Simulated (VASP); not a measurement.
Here is the system:

```yaml
crystal:
  lattice:
    - [-1.63358, 1.63358, 1.63358]
    - [1.63358, -1.63358, 1.63358]
    - [1.63358, 1.63358, -1.63358]
  atoms:
    - { symbol: Nb, position: [0.00000, 0.00000, 0.00000] }
```

Computed with AM05 GGA, VASP's PBE PAW potentials (set 64) (plane waves; VASP). Numerical set-up: 520 eV cut-off, Gaussian smearing of 0.050 eV, potentials Nb_sv.

Q: Give the energies of bands 5 to 9 at the high-symmetry points, in eV from the Fermi level.

A: 
```
band      Γ      H      N      P
----  -----  -----  -----  -----
5     -6.03  -3.92  -3.87  -1.10
6      0.38  -3.92  -1.74  -1.10
7      0.38   5.88   2.42  -1.10
8      0.38   5.88   3.45   4.31
9      3.39   5.88   4.16   4.31
```

It has no gap at this level: it comes out as a metal or semimetal.

The compound is Nb in the bcc structure. It was relaxed first.
